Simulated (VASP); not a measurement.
Level of theory: HSE06 screened hybrid, VASP's PBE PAW potentials (set 64) (plane waves; VASP).

Input for VASP

### POSCAR
```
BeIn31P32
23.9990430
  0.5000000097   0.0000000000   0.0000000000
  0.0000000000   0.5000000097   0.0000000000
  0.0000000000   0.0000000000   0.5000000097
In P Be
31 32 1
Cartesian
  0.2500369228   0.0001778551   0.0001800252
  0.3747309722   0.1252870783   0.0002570563
  0.3746247490   0.0001996809   0.1254643556
  0.0000935394   0.0001592602   0.0001393283
  0.1253570933   0.1253917801   0.4998340838
  0.2500187504   0.2499183185   0.0001649326
  0.3746939094   0.3747092104   0.4998513285
  0.1253378994   0.4998501799   0.1253354939
  0.2509922307   0.1282683397   0.1283306858
  0.3717698366   0.2491040853   0.1282987209
  0.2499719985   0.4999386586   0.2500898783
  0.3718231689   0.1282276753   0.2490632203
  0.3746710716   0.4998643112   0.3747617102
  0.4999402571   0.2499572820   0.0002620952
  0.1253062736   0.3747191580   0.0001919602
  0.4998252013   0.1253814218   0.1254078875
  0.1282195440   0.2510606782   0.1282326500
  0.2490173845   0.3718182034   0.1282336475
  0.4998704071   0.0000085465   0.2500791928
  0.1281778119   0.1281632082   0.2510253579
  0.3717812262   0.3717657875   0.2510622553
  0.1253103404   0.0001627332   0.3746925276
  0.2489816219   0.1281903247   0.3718804064
  0.3718796075   0.2510265007   0.3718935856
  0.0000837450   0.3747585250   0.1253313028
  0.0000821996   0.2499823541   0.2500018636
  0.1281637036   0.3718368088   0.2489882079
  0.0002243549   0.1252924235   0.3747468157
  0.1281481721   0.2490099996   0.3718744900
  0.2510293730   0.3718565487   0.3719265461
  0.4998301867   0.3747250263   0.3747223761
  0.3117473882   0.0636995679   0.0637647940
  0.4363042659   0.1882684457   0.0637834758
  0.4363672044   0.0636600141   0.1882859461
  0.0627122035   0.0628296604   0.0627607039
  0.1876421567   0.1876394830   0.0630825891
  0.3123510187   0.3123709110   0.0630159310
  0.4372621647   0.4374536698   0.0627207919
  0.1876832046   0.0629671805   0.1877277328
  0.3049737911   0.1950892785   0.1951525138
  0.4370632098   0.3123889590   0.1877208436
  0.3123274500   0.0629735430   0.3123585460
  0.4371049208   0.1876627027   0.3123822246
  0.4373462805   0.0627487179   0.4373779116
  0.0635741558   0.3118008003   0.0636931504
  0.1882731370   0.4364225218   0.0636685575
  0.0630307463   0.1876803087   0.1876489697
  0.1950325424   0.3050227164   0.1950935874
  0.3123617824   0.4370278590   0.1877314626
  0.0635900464   0.0635862759   0.3117537185
  0.1948978483   0.1949179640   0.3051431636
  0.3050093425   0.3050308889   0.3052199166
  0.4363167626   0.4363942173   0.3117769113
  0.1882430179   0.0636193472   0.4364494262
  0.3123839433   0.1876286251   0.4371293056
  0.4364831719   0.3117868470   0.4365055730
  0.0635748498   0.4364866582   0.1882483394
  0.0629876187   0.3124128466   0.3123289324
  0.1876368118   0.4370251467   0.3124078155
  0.0635676090   0.1883029921   0.4364862679
  0.1876671456   0.3123159948   0.4371361757
  0.3117502937   0.4365068579   0.4365120780
  0.0627010189   0.4373718237   0.4373530480
  0.2499656553   0.2499760127   0.2502084005
```

KPOINTS:
```
Automatic
0
Gamma
 1 1 1
0 0 0
```

### INCAR
```
AEXX=0.25
ALGO=Normal
EDIFF=1E-5
ENCUT=400
GGA=PE
HFSCREEN=0.2
ISIF=0
ISMEAR=0
ISPIN=2
ISYM=0
LASPH=.TRUE.
LCHARG=.FALSE.
LHFCALC=.TRUE.
LMAXMIX=4
LORBIT=10
LREAL=Auto
LWAVE=.FALSE.
MAGMOM=64*0.0156
NELM=50
NELMIN=4
NUPDOWN=1
PREC=Normal
PRECFOCK=Fast
SIGMA=0.05
SYSTEM=BeIn31P32
```

POTCAR, in this order: In P Be (PBE.64 set). Program: vasp_gam. Read from the step before: WAVECAR.

The resulting files:

**OUTCAR**
```
 ion  position               nearest neighbor table
   1  0.500  0.000  0.000-  32 2.62  54 2.62  46 2.62  62 2.62
   2  0.749  0.251  0.001-  55 2.60  44 2.61  32 2.61  33 2.61
   3  0.749  0.000  0.251-  49 2.60  34 2.61  32 2.61  38 2.61
   4  0.000  0.000  0.000-  35 2.60  44 2.61  38 2.61  63 2.61
   5  0.251  0.251  1.000-  36 2.60  54 2.61  60 2.61  35 2.61
   6  0.500  0.500  0.000-  36 2.60  37 2.60  55 2.60  61 2.60
   7  0.749  0.749  1.000-  37 2.60  56 2.61  62 2.61  38 2.61
   8  0.251  1.000  0.251-  39 2.60  46 2.61  57 2.61  35 2.61
   9  0.502  0.257  0.257-  36 2.61  39 2.61  40 2.61  32 2.63
  10  0.744  0.498  0.257-  37 2.61  41 2.61  40 2.61  33 2.63
  11  0.500  1.000  0.500-  59 2.60  49 2.60  42 2.60  39 2.60
  12  0.744  0.256  0.498-  43 2.61  42 2.61  40 2.61  34 2.63
  13  0.749  1.000  0.750-  42 2.60  62 2.61  53 2.61  44 2.61
  14  1.000  0.500  0.001-  33 2.62  45 2.62  56 2.62  60 2.62
  15  0.251  0.749  0.000-  61 2.60  63 2.61  46 2.61  45 2.61
  16  1.000  0.251  0.251-  47 2.60  33 2.61  34 2.61  35 2.61
  17  0.256  0.502  0.256-  47 2.61  36 2.61  48 2.61  45 2.63
  18  0.498  0.744  0.256-  37 2.61  49 2.61  48 2.61  46 2.63
  19  1.000  0.000  0.500-  53 2.62  34 2.62  50 2.62  57 2.62
  20  0.256  0.256  0.502-  39 2.61  47 2.61  51 2.61  50 2.63
  21  0.744  0.744  0.502-  41 2.61  49 2.61  52 2.61  53 2.63
  22  0.251  0.000  0.749-  59 2.60  63 2.61  50 2.61  54 2.61
  23  0.498  0.256  0.744-  42 2.61  55 2.61  51 2.61  54 2.63
  24  0.744  0.502  0.744-  43 2.61  55 2.61  52 2.61  56 2.63
  25  0.000  0.750  0.251-  41 2.60  45 2.61  38 2.61  57 2.61
  26  0.000  0.500  0.500-  47 2.60  58 2.60  43 2.60  41 2.60
  27  0.256  0.744  0.498-  58 2.61  59 2.61  48 2.61  57 2.63
  28  0.000  0.251  0.749-  43 2.60  44 2.61  50 2.61  60 2.61
  29  0.256  0.498  0.744-  61 2.61  58 2.61  51 2.61  60 2.63
  30  0.502  0.744  0.744-  59 2.61  61 2.61  52 2.61  62 2.63
  31  1.000  0.749  0.749-  58 2.60  56 2.61  53 2.61  63 2.61
  32  0.623  0.127  0.128-   3 2.61   2 2.61   1 2.62   9 2.63
  33  0.873  0.377  0.128-  16 2.61   2 2.61  14 2.62  10 2.63
  34  0.873  0.127  0.377-   3 2.61  16 2.61  19 2.62  12 2.63
  35  0.125  0.126  0.126-   4 2.60  16 2.61   5 2.61   8 2.61
  36  0.375  0.375  0.126-   6 2.60   5 2.60   9 2.61  17 2.61
  37  0.625  0.625  0.126-   6 2.60   7 2.60  10 2.61  18 2.61
  38  0.875  0.875  0.125-   4 2.61   3 2.61  25 2.61   7 2.61
  39  0.375  0.126  0.375-  11 2.60   8 2.60  20 2.61   9 2.61
  40  0.610  0.390  0.390-  64 2.29   9 2.61  12 2.61  10 2.61
  41  0.874  0.625  0.375-  26 2.60  25 2.60  10 2.61  21 2.61
  42  0.625  0.126  0.625-  11 2.60  13 2.60  12 2.61  23 2.61
  43  0.874  0.375  0.625-  26 2.60  28 2.60  12 2.61  24 2.61
  44  0.875  0.125  0.875-   2 2.61  28 2.61   4 2.61  13 2.61
  45  0.127  0.624  0.127-  25 2.61  15 2.61  14 2.62  17 2.63
  46  0.377  0.873  0.127-   8 2.61  15 2.61   1 2.62  18 2.63
  47  0.126  0.375  0.375-  26 2.60  16 2.60  17 2.61  20 2.61
  48  0.390  0.610  0.390-  64 2.29  27 2.61  18 2.61  17 2.61
  49  0.625  0.874  0.375-  11 2.60   3 2.60  21 2.61  18 2.61
  50  0.127  0.127  0.624-  28 2.61  22 2.61  19 2.62  20 2.63
  51  0.390  0.390  0.610-  64 2.29  23 2.61  29 2.61  20 2.61
  52  0.610  0.610  0.610-  64 2.29  30 2.61  24 2.61  21 2.61
  53  0.873  0.873  0.624-  13 2.61  31 2.61  19 2.62  21 2.63
  54  0.376  0.127  0.873-   5 2.61  22 2.61   1 2.62  23 2.63
  55  0.625  0.375  0.874-   6 2.60   2 2.60  23 2.61  24 2.61
  56  0.873  0.624  0.873-   7 2.61  31 2.61  14 2.62  24 2.63
  57  0.127  0.873  0.376-   8 2.61  25 2.61  19 2.62  27 2.63
  58  0.126  0.625  0.625-  26 2.60  31 2.60  27 2.61  29 2.61
  59  0.375  0.874  0.625-  11 2.60  22 2.60  30 2.61  27 2.61
  60  0.127  0.377  0.873-   5 2.61  28 2.61  14 2.62  29 2.63
  61  0.375  0.625  0.874-   6 2.60  15 2.60  29 2.61  30 2.61
  62  0.624  0.873  0.873-  13 2.61   7 2.61   1 2.62  30 2.63
  63  0.125  0.875  0.875-  22 2.61  15 2.61  31 2.61   4 2.61
  64  0.500  0.500  0.500-  40 2.29  51 2.29  48 2.29  52 2.29
 Subroutine IBZKPT returns following result:
 Found      1 irreducible k-points:

 Following reciprocal coordinates:
            Coordinates               Weight
  0.000000  0.000000  0.000000      1.000000
 Subroutine IBZKPT_HF returns following result:
   k-points           NKPTS =      1   k-points in BZ     NKDIM =      1   number of bands    NBANDS=    160
   number of dos      NEDOS =    301   number of ions     NIONS =     64
   total plane-waves  NPLWV = 216000
...
```

### OSZICAR
```
       N       E                     dE             d eps       ncg     rms          rms(c)
DAV:   1    -0.314673815019E+03   -0.31467E+03   -0.14752E+01   640   0.712E+00    0.123E+01
DAV:   2    -0.314825177272E+03   -0.15136E+00   -0.71585E-01   776   0.136E+00    0.843E+00
DAV:   3    -0.314792044180E+03    0.33133E-01   -0.26002E-02   768   0.287E-01    0.494E+00
DAV:   4    -0.314776860691E+03    0.15183E-01   -0.97408E-03   736   0.153E-01    0.274E+00
DAV:   5    -0.314773875040E+03    0.29857E-02   -0.47042E-03   736   0.105E-01    0.147E+00
DAV:   6    -0.314777381418E+03   -0.35064E-02   -0.35642E-03   688   0.104E-01    0.803E-01
DAV:   7    -0.314785405753E+03   -0.80243E-02   -0.52676E-03   752   0.128E-01    0.464E-01
DAV:   8    -0.314790804247E+03   -0.53985E-02   -0.60808E-03   712   0.135E-01    0.261E-01
DAV:   9    -0.314790966010E+03   -0.16176E-03   -0.25538E-03   792   0.868E-02    0.139E-01
DAV:  10    -0.314790796110E+03    0.16990E-03   -0.57390E-04   816   0.399E-02    0.703E-02
DAV:  11    -0.314790741666E+03    0.54445E-04   -0.13775E-04   776   0.203E-02    0.351E-02
DAV:  12    -0.314790729474E+03    0.12192E-04   -0.38794E-05   528   0.111E-02    0.179E-02
DAV:  13    -0.314790728339E+03    0.11350E-05   -0.16504E-05   456   0.713E-03
   1 F= -.31479073E+03 E0= -.31479008E+03  d E =-.129231E-02  mag=     1.0000
```

### OUTCAR
```
------------------------ aborting loop because EDIFF is reached ----------------------------------------
  volume of cell :     1727.79
      direct lattice vectors                 reciprocal lattice vectors
    11.999521734  0.000000000  0.000000000     0.083336655  0.000000000  0.000000000
     0.000000000 11.999521734  0.000000000     0.000000000  0.083336655  0.000000000
     0.000000000  0.000000000 11.999521734     0.000000000  0.000000000  0.083336655
  FREE ENERGIE OF THE ION-ELECTRON SYSTEM (eV)
  ---------------------------------------------------
  free  energy   TOTEN  =      -314.7907283386 eV

  energy  without entropy=     -314.7894360281  energy(sigma->0) =     -314.79008218

  exchange ACFDT corr.  =         0.00000000  see jH, gK, PRB 81, 115126

 total charge

# of ion       s       p       d       tot
------------------------------------------
    1        1.166   1.371   0.224   2.761
    2        1.169   1.407   0.232   2.808
    3        1.169   1.408   0.232   2.809
    4        1.169   1.407   0.231   2.807
    5        1.169   1.407   0.232   2.808
    6        1.169   1.421   0.235   2.825
    7        1.169   1.406   0.232   2.806
    8        1.169   1.407   0.232   2.807
    9        1.168   1.392   0.226   2.786
   10        1.167   1.392   0.226   2.786
   11        1.169   1.422   0.235   2.826
   12        1.168   1.390   0.226   2.784
   13        1.169   1.406   0.231   2.807
   14        1.166   1.371   0.225   2.761
   15        1.169   1.406   0.231   2.806
   16        1.169   1.408   0.232   2.809
   17        1.167   1.391   0.227   2.786
   18        1.167   1.392   0.226   2.786
   19        1.166   1.371   0.225   2.761
   20        1.168   1.392   0.226   2.786
   21        1.167   1.392   0.226   2.786
   22        1.169   1.407   0.232   2.808
   23        1.168   1.391   0.226   2.785
   24        1.168   1.389   0.226   2.783
   25        1.169   1.407   0.232   2.807
   26        1.169   1.421   0.235   2.825
   27        1.167   1.392   0.227   2.786
   28        1.169   1.407   0.231   2.807
   29        1.167   1.391   0.226   2.785
   30        1.167   1.392   0.226   2.785
   31        1.169   1.406   0.231   2.806
   32        1.021   1.475   0.000   2.496
   33        1.021   1.475   0.000   2.496
   34        1.021   1.475   0.000   2.496
   35        1.020   1.481   0.000   2.501
   36        1.020   1.483   0.000   2.503
   37        1.020   1.483   0.000   2.503
   38        1.020   1.480   0.000   2.501
   39        1.020   1.482   0.000   2.503
   40        1.023   1.466   0.000   2.489
   41        1.020   1.482   0.000   2.503
   42        1.020   1.482   0.000   2.502
   43        1.020   1.482   0.000   2.502
   44        1.020   1.480   0.000   2.501
   45        1.021   1.475   0.000   2.496
   46        1.021   1.474   0.000   2.496
   47        1.020   1.483   0.000   2.503
   48        1.022   1.466   0.000   2.489
   49        1.020   1.483   0.000   2.503
   50        1.021   1.474   0.000   2.496
   51        1.023   1.467   0.000   2.490
   52        1.023   1.466   0.000   2.489
   53        1.021   1.474   0.000   2.496
   54        1.021   1.475   0.000   2.496
   55        1.020   1.482   0.000   2.502
   56        1.021   1.475   0.000   2.496
   57        1.021   1.474   0.000   2.495
   58        1.020   1.482   0.000   2.502
   59        1.020   1.483   0.000   2.503
   60        1.021   1.474   0.000   2.495
   61        1.020   1.482   0.000   2.502
   62        1.021   1.474   0.000   2.495
   63        1.020   1.480   0.000   2.501
   64        0.347   0.530   0.000   0.877
--------------------------------------------------
tot         69.225  91.162   7.105 167.493

 magnetization (x)

# of ion       s       p       d       tot
------------------------------------------
    1       -0.002  -0.000   0.004   0.002
    2       -0.002   0.001   0.004   0.004
    3       -0.002   0.001   0.004   0.003
    4       -0.002   0.001   0.004   0.003
    5       -0.002   0.001   0.004   0.004
    6       -0.002   0.001   0.004   0.003
    7       -0.002   0.001   0.004   0.003
    8       -0.002   0.001   0.004   0.003
    9       -0.002   0.000   0.004   0.003
   10       -0.002   0.000   0.004   0.003
   11       -0.002   0.000   0.004   0.003
   12       -0.002   0.002   0.004   0.005
   13       -0.002   0.001   0.004   0.004
   14       -0.002   0.000   0.004   0.002
   15       -0.002   0.001   0.004   0.003
   16       -0.002   0.001   0.004   0.004
   17       -0.002   0.001   0.004   0.003
   18       -0.002  -0.000   0.004   0.002
   19       -0.002   0.000   0.004   0.002
   20       -0.002   0.001   0.004   0.003
   21       -0.002  -0.000   0.004   0.002
...
```
(Selected blocks of OUTCAR.)

The supercell is sampled at Γ alone, which is coarse: total energies, pressure and levels can be off, energies of defects by several tenths of an eV.

The cell is a supercell with a defect, built from InP (zinc blende): Be_In. The cell's shape comes from a PBE relaxation.
